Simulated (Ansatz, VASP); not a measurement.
# Two plane-wave programs on Al4Si3

```xyz
7
Lattice="5.3885 0.0000 0.0000 -2.6942 4.6666 0.0000 0.0000 0.0000 5.1471" Properties=species:S:1:pos:R:3 pbc="T T T"
Al    0.0000    0.0000    0.0000
Al    2.6942    0.0000    2.5736
Al   -1.3471    2.3333    2.5736
Al    1.3471    2.3333    2.5736
Si    2.6942    0.0000    0.0000
Si   -1.3471    2.3333    0.0000
Si    1.3471    2.3333    0.0000
```

Alike in both runs: task relaxation of cell and atoms; functional PBE; k mesh 9 × 9 × 8; occupations gaussian, width 0.1 eV; no spin polarisation.

```csv
,VASP,Ansatz
version,VASP 6.6.1,Ansatz 0.2.0
potentials or method,"VASP PAW PBE potentials, release 64 (Al, Si)","scalar-relativistic, plane waves, PAW"
plane-wave cutoff (eV),600,420
valence electrons in the cell,24,24
```

Ansatz gave:

```
gap on the k mesh at the Fermi level, each at its own relaxed structure (eV) : none
relaxed volume (Å³/atom)                                                     : 18.46
relaxed cell length with the largest relative difference (Å)                 : 5.195
energy change over the relaxation (meV/atom)                                 : -2
```

Q: Which values does VASP return?

A: gap on the k mesh at the Fermi level, each at its own relaxed structure (eV): none; relaxed volume (Å³/atom): 18.47; relaxed cell length with the largest relative difference (Å): 5.196; energy change over the relaxation (meV/atom): -2.

A gap of «none» marks a metal or a gap that the smearing closes.
